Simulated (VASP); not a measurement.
Wanted: the native input for a VASP 6.6.1 run.

| Property | Result |
| --- | --- |
| Task | relaxation of cell and atoms |
| Functional | PBE |
| Potentials or basis | VASP PAW PBE potentials, release 64 (Sn_d, P) |
| Cutoff | 520 eV |
| k mesh | 3 × 3 × 3 |
| Occupations | gaussian, width 0.15 eV |
| Spin | no spin polarisation |
| Further INCAR settings | PREC = Normal; ALGO = Fast; EDIFF = 0.0001; IBRION = 2; EDIFFG = -0.08; NSW = 24; ISIF = 3 |

The structure of Sn3P2 lies in POSCAR:

```
Sn3P2
1.0
    4.3308400600      2.5004116700      1.9026394600
   -4.3308400600      2.5004116700      1.9026394600
    0.0000000000     -5.0008233500      1.9026394600
Sn P
3 2
Direct
    0.5000000000      0.0000000000      0.5000000000
    0.5000000000      0.5000000000      0.0000000000
    0.0000000000      0.5000000000      0.5000000000
    0.5000000000      0.5000000000      0.5000000000
    0.0000000000      0.0000000000      0.0000000000
```

The cell was built by a generator and needn't be a form met in nature.

One way to write it, as run:

INCAR

```
SYSTEM = Sn3P2
PREC = Normal
ENCUT = 520
EDIFF = 1E-4
ISMEAR = 0
SIGMA = 0.15
LREAL = .FALSE.
LASPH = .TRUE.
NELM = 60
ALGO = Fast
ISIF = 3
LWAVE = .FALSE.
LCHARG = .FALSE.
GGA = PE
IBRION = 2
NSW = 24
EDIFFG = -0.08
```

KPOINTS

```
regular mesh
0
G
  3 3 3
  0 0 0
```

Potentials or basis: VASP PAW PBE potentials, release 64 (Sn_d, P).

Run with:

```sh
$ cat potpaw_PBE.64/Sn_d/POTCAR potpaw_PBE.64/P/POTCAR > POTCAR
$ mpirun -np 1 vasp_std > vasp.out
```

Results of the run:

| Item | Value |
| --- | --- |
| Relaxed volume | 25.24 Å³/atom |
| Relaxed cell | a = 5.714 Å, b = 5.714 Å, c = 5.714 Å, α = 112.33°, β = 112.33°, γ = 112.33° |
| Space group after relaxing (to 0.05 Å) | R-3m (No. 166) |
| Energy gained by relaxing | 225.0 meV/atom |
| Ionic steps | 11 |
| Pressure after relaxing | -0.1 GPa |
| Band gap on the k mesh | none (metal or under the smearing width) |

Caveat: the k mesh is coarse (spacing up to 0.46 Å⁻¹), so the values aren't converged.

Wall time 78 s on 1 thread of Intel(R) Xeon(R) Platinum 8375C CPU @ 2.90GHz (Ice Lake), on a shared host, peak memory 0.18 GiB.
